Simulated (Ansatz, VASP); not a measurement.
**One calculation of Hg3SbAs, two programs**

File INCAR:

```
SYSTEM = Hg3SbAs
ALGO = Fast
EDIFF = 1E-7
ENCUT = 520
GGA = PS
ISIF = 2
ISMEAR = 0
LASPH = .True.
LCHARG = .True.
LELF = .True.
LREAL = .False.
LVHAR = .True.
LWAVE = .False.
NBANDS = 31
NELM = 100
PREC = Accurate
SIGMA = 0.05
```

KPOINTS

```
k-points
0
Gamma
  4 4 4
  0 0 0
```

The input POSCAR:

```
Hg3SbAs
1.0
    5.3334130028      0.0000000000      0.0000000000
    0.0000000000      5.3334130028      0.0000000000
    0.0000000000      0.0000000000      5.3334130028
Sb As Hg
1 1 3
Direct
    0.0000000000      0.0000000000      0.0000000000
    0.5000000000      0.5000000000      0.5000000000
    0.5000000000      0.5000000000      0.0000000000
    0.5000000000      0.0000000000      0.5000000000
    0.0000000000      0.5000000000      0.5000000000
```

Input for Ansatz:

```yaml
crystal:
  lattice:
    - [5.3334130028, 0.0, 0.0]
    - [0.0, 5.3334130028, 0.0]
    - [0.0, 0.0, 5.3334130028]
  atoms:
    - { symbol: Sb, position: [0.0, 0.0, 0.0] }
    - { symbol: As, position: [0.5, 0.5, 0.5] }
    - { symbol: Hg, position: [0.5, 0.5, 0.0] }
    - { symbol: Hg, position: [0.5, 0.0, 0.5] }
    - { symbol: Hg, position: [0.0, 0.5, 0.5] }
basis:
  ecutwfc: 420
kpoints:
  mp_grid: { grid: [4, 4, 4] }
hamiltonian:
  xc: pbesol
scf:
  occupations: { method: gaussian, width: 0.05 }
output:
  forces: true
  stress: true
  eigenvalues: true
```

The cell comes from a database or a generator and needn't be the stable form of this composition.

Alike in both runs: task single point; functional PBEsol; k mesh 4 × 4 × 4; occupations gaussian, width 0.05 eV; no spin polarisation.

```csv
,VASP,Ansatz
version,VASP 6.6.1,Ansatz 0.2.0
potentials or method,"VASP PAW PBE potentials, release 64 (Sb, As, Hg)","scalar-relativistic, plane waves, PAW"
plane-wave cutoff (eV),520,420
valence electrons in the cell,46,90
```

```csv
,VASP,Ansatz,Ansatz less VASP
gap on the k mesh at the Fermi level (eV),none,none,-
pressure (GPa),-3.3,-3.5,-0.22
```

A gap of «none» marks a metal or a gap that the smearing closes. With one functional, cell and mesh, what is left measures potentials, basis and numerics. The two sets of potentials don't hold the same shells in valence.

Caveats: the PAW data sets were made with another functional, which shifts forces and pressure a little (VASP). The runs have no spin-orbit coupling, so splittings on Hg, Sb are missing.
